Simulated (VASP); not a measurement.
**PbSe: energy against volume**

PbSe (rock salt, Fm-3m, 27.584 Å³/atom and stress up to 0.08 GPa in the relaxed cell, cube axes along x, y and z) under an equal strain ε along all three axes. LDA in VASP (plane waves, PAW), 480 eV, 10×10×10 Γ-centred mesh, Gaussian smearing 0.05 eV; ions are relaxed, or left where forces stay under 0.02 eV/Å, within the symmetry of each cell.

Here V stands for volume and E for E less E0.

```csv
volume (Å³/atom),E less E0 (meV/atom),pressure (GPa)
25.1751,?,?
25.9617,20.26,4.09
26.3611,11.39,2.97
26.7646,5.17,1.93
27.1722,1.44,0.97
27.5839,0.00,0.08
27.9997,0.76,-0.75
28.4197,3.67,-1.54
28.8439,8.62,-2.27
29.2722,15.53,-2.95
```

**Question.** Fit E against V with the third-order Birch-Murnaghan form, a cubic in V^(-2/3), and predict the withheld value at V = 25.1751.

**Answer.** With u = V^(-2/3) - 0.1096, the rows have u = 0.0044542, 0.0032992, 0.0021617, 0.0010412, -0.0000625, -0.0011496, -0.0022208, -0.0032762, -0.0043158. Least squares gives E = -0.007 + 393.3·u + 928237·u² + 877158·u³. Residuals (row less fit): 0.022, -0.036, -0.020, 0.030, 0.028, -0.006, -0.018, -0.017, 0.015; standard error 0.031 (degrees of freedom: 5). Its minimum lies at u = -0.0002119, so V0 = (0.1093881)^(-3/2) = 27.64. There d²E/du² = 1855000 and d³E/du³ = 5263000, so B0 = (4/9) × 27.64^(-7/3) × 1855000 × 0.160218 = 57.2 GPa (the last factor turns the table's units into GPa), and B0' = 4 + (2/3) × 0.1093881 × (5263000)/1855000 = 4.2. B0' rests on the cubic coefficient alone and has a standard error of 0.1 from these residuals. At the withheld row, u = 0.0068177, so E = -0.007 + 393.3 × 0.0068177 + 928237 × 0.0068177² + 877158 × 0.0068177³ = 46.098 meV/atom. The calculation gives 46.51 meV/atom, 0.412 meV/atom above the prediction (0.9 % of the range of E in the table). The row lies outside the fitted rows, so this is an extrapolation. From the scatter of the fitted rows alone, a prediction at this place has a standard error of 0.147 meV/atom, so the miss is 2.8 times that.

This level leaves no gap over 0.05 eV at strain -0.50, 0.00 %. Spin-orbit coupling is left out, which can shift these values for the heavy elements here. Other structures, which can take over under pressure, weren't tried. The same form fitted to the pressure column gives B0' = 4.3; series where the two differ by over 0.4 aren't shown. Rows are the converged runs of the series near zero and its far end, less any whose ions stayed unrelaxed beside relaxed ones; series whose fitted rows scatter by over a few per cent of the range, as at a crossing or softening among them, aren't shown in this form.
